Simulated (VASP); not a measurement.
VASP input:

**POSCAR**
```
MgO
1
    0.0000000000     2.1050148153     2.1050066051
    2.1049772987     0.0000000000     2.1049587754
    2.1050071792     2.1050049984     0.0000000000
Mg O
1 1
Direct
  0.0000000000   0.0000000000   0.0000000000
  0.5000000000   0.5000000000   0.5000000000
```

INCAR:
```
SYSTEM = MgO
PREC = Accurate
ENCUT = 520
EDIFF = 1E-6
NELM = 100
ALGO = Normal
LREAL = .FALSE.
LASPH = .TRUE.
ISMEAR = 0
SIGMA = 0.05
GGA = PE
LWAVE = .FALSE.
LCHARG = .FALSE.
ISIF = 2
```

KPOINTS:
```
Automatic mesh
0
Gamma
8 8 8
0 0 0
```

POTCAR, in this order: Mg O (PBE.64 set). Program: vasp_std.

Task: One choice in this input is risky. Which, and does it do harm here?

Result: The risk: the lattice vectors carry noise near SYMPREC. Here it does no harm: the run (PBE GGA, plane waves, VASP's PBE PAW potentials (set 64)) converges to the same energy and pressure as with the safe setting.
File OSZICAR:
```
       N       E                     dE             d eps       ncg     rms          rms(c)
DAV:   1     0.888187821367E+01    0.88819E+01   -0.50464E+03   584   0.895E+02
DAV:   2    -0.131209667041E+02   -0.22003E+02   -0.19527E+02   528   0.129E+02
DAV:   3    -0.134647669752E+02   -0.34380E+00   -0.34380E+00   656   0.165E+01
DAV:   4    -0.134654255868E+02   -0.65861E-03   -0.65861E-03   552   0.591E-01
DAV:   5    -0.134654260404E+02   -0.45364E-06   -0.45364E-06   664   0.166E-02    0.722E+00
DAV:   6    -0.119241666327E+02    0.15413E+01   -0.10049E+01   464   0.224E+01    0.227E+00
DAV:   7    -0.119100331914E+02    0.14133E-01   -0.43243E-02   480   0.256E+00    0.132E+00
DAV:   8    -0.119047477190E+02    0.52855E-02   -0.24137E-02   464   0.236E+00    0.154E-01
DAV:   9    -0.119046620364E+02    0.85683E-04   -0.40243E-04   640   0.178E-01    0.724E-02
DAV:  10    -0.119047686590E+02   -0.10662E-03   -0.12980E-04   472   0.122E-01    0.538E-03
DAV:  11    -0.119047688207E+02   -0.16169E-06   -0.65175E-07   592   0.816E-03
   1 F= -.11904769E+02 E0= -.11904769E+02  d E =-.180788E-11
```

The compound is MgO in the rock salt structure. The cell was not relaxed at this level.
